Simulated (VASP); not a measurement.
Consider the following.

```
CELL_PARAMETERS angstrom
      1.55500    -2.69334     0.00000
      1.55500     2.69334     0.00000
      0.00000     0.00000     4.98000
ATOMIC_POSITIONS crystal
  Al 0.66667 0.33333 0.50000
  Al 0.33333 0.66667 0.00000
  N  0.66667 0.33333 0.88200
  N  0.33333 0.66667 0.38200
```

These are G0W0 on PBE orbitals, VASP's PBE PAW potentials (set 64) (plane waves; VASP) values and carry that method's errors. Settings: PREC = Normal, 500 eV cut-off, 4×4×2 Γ-centred mesh, Gaussian smearing of 0.010 eV, potentials Al_GW N_GW_new.

The mesh is coarse and the basis finite, so the quasiparticle values are not converged.

NBANDS = 128, ENCUTGW = 150 eV, NOMEGA = 64. The PBE levels (eV) that the step starts from are:

```json
[
 {"state": "k1 (0.00, 0.00, 0.00), band 5", "KS energy": "4.99", "filling": "2"},
 {"state": "k1 (0.00, 0.00, 0.00), band 6", "KS energy": "5.64", "filling": "2"},
 {"state": "k1 (0.00, 0.00, 0.00), band 7", "KS energy": "5.64", "filling": "2"},
 {"state": "k1 (0.00, 0.00, 0.00), band 8", "KS energy": "5.87", "filling": "2"},
 {"state": "k1 (0.00, 0.00, 0.00), band 9", "KS energy": "10.07", "filling": "0"},
 {"state": "k1 (0.00, 0.00, 0.00), band 10", "KS energy": "12.52", "filling": "0"},
 {"state": "k1 (0.00, 0.00, 0.00), band 11", "KS energy": "16.48", "filling": "0"},
 {"state": "k1 (0.00, 0.00, 0.00), band 12", "KS energy": "17.00", "filling": "0"},
 {"state": "k3 (0.50, 0.00, 0.00), band 5", "KS energy": "2.51", "filling": "2"},
 {"state": "k3 (0.50, 0.00, 0.00), band 6", "KS energy": "3.76", "filling": "2"},
 {"state": "k3 (0.50, 0.00, 0.00), band 7", "KS energy": "4.08", "filling": "2"},
 {"state": "k3 (0.50, 0.00, 0.00), band 8", "KS energy": "5.17", "filling": "2"},
 {"state": "k3 (0.50, 0.00, 0.00), band 9", "KS energy": "11.66", "filling": "0"},
 {"state": "k3 (0.50, 0.00, 0.00), band 10", "KS energy": "11.66", "filling": "0"},
 {"state": "k3 (0.50, 0.00, 0.00), band 11", "KS energy": "14.04", "filling": "0"},
 {"state": "k3 (0.50, 0.00, 0.00), band 12", "KS energy": "16.14", "filling": "0"},
 {"state": "k5 (0.00, 0.00, 0.50), band 5", "KS energy": "5.31", "filling": "2"},
 {"state": "k5 (0.00, 0.00, 0.50), band 6", "KS energy": "5.31", "filling": "2"},
 {"state": "k5 (0.00, 0.00, 0.50), band 7", "KS energy": "5.31", "filling": "2"},
 {"state": "k5 (0.00, 0.00, 0.50), band 8", "KS energy": "5.31", "filling": "2"},
 {"state": "k5 (0.00, 0.00, 0.50), band 9", "KS energy": "12.33", "filling": "0"},
 {"state": "k5 (0.00, 0.00, 0.50), band 10", "KS energy": "12.33", "filling": "0"},
 {"state": "k5 (0.00, 0.00, 0.50), band 11", "KS energy": "16.18", "filling": "0"},
 {"state": "k5 (0.00, 0.00, 0.50), band 12", "KS energy": "16.18", "filling": "0"}
]
```

Problem. Give the quasiparticle energies and renormalisation factors Z.

Solution. 
| state | QP energy (eV) | Z |
|---|---|---|
| k1 (0.00, 0.00, 0.00), band 5 | 4.07 | 0.77 |
| k1 (0.00, 0.00, 0.00), band 6 | 4.81 | 0.78 |
| k1 (0.00, 0.00, 0.00), band 7 | 4.81 | 0.78 |
| k1 (0.00, 0.00, 0.00), band 8 | 5.07 | 0.78 |
| k1 (0.00, 0.00, 0.00), band 9 | 10.88 | 0.81 |
| k1 (0.00, 0.00, 0.00), band 10 | 13.39 | 0.81 |
| k1 (0.00, 0.00, 0.00), band 11 | 17.61 | 0.75 |
| k1 (0.00, 0.00, 0.00), band 12 | 17.89 | 0.80 |
| k3 (0.50, 0.00, 0.00), band 5 | 1.36 | 0.76 |
| k3 (0.50, 0.00, 0.00), band 6 | 2.68 | 0.77 |
| k3 (0.50, 0.00, 0.00), band 7 | 3.07 | 0.77 |
| k3 (0.50, 0.00, 0.00), band 8 | 4.26 | 0.77 |
| k3 (0.50, 0.00, 0.00), band 9 | 12.34 | 0.81 |
| k3 (0.50, 0.00, 0.00), band 10 | 12.32 | 0.82 |
| k3 (0.50, 0.00, 0.00), band 11 | 14.97 | 0.80 |
| k3 (0.50, 0.00, 0.00), band 12 | 17.28 | 0.77 |
| k5 (0.00, 0.00, 0.50), band 5 | 4.43 | 0.77 |
| k5 (0.00, 0.00, 0.50), band 6 | 4.43 | 0.77 |
| k5 (0.00, 0.00, 0.50), band 7 | 4.43 | 0.77 |
| k5 (0.00, 0.00, 0.50), band 8 | 4.43 | 0.77 |
| k5 (0.00, 0.00, 0.50), band 9 | 13.26 | 0.80 |
| k5 (0.00, 0.00, 0.50), band 10 | 13.26 | 0.80 |
| k5 (0.00, 0.00, 0.50), band 11 | 17.14 | 0.79 |
| k5 (0.00, 0.00, 0.50), band 12 | 17.14 | 0.79 |
On the mesh the gap opens from 4.21 to 5.81 eV.

The compound is AlN in the wurtzite structure. The cell was not relaxed at this level. The k-mesh is coarse (spacing up to 0.63 per Å, 2π included), so the numbers may not be converged in it.
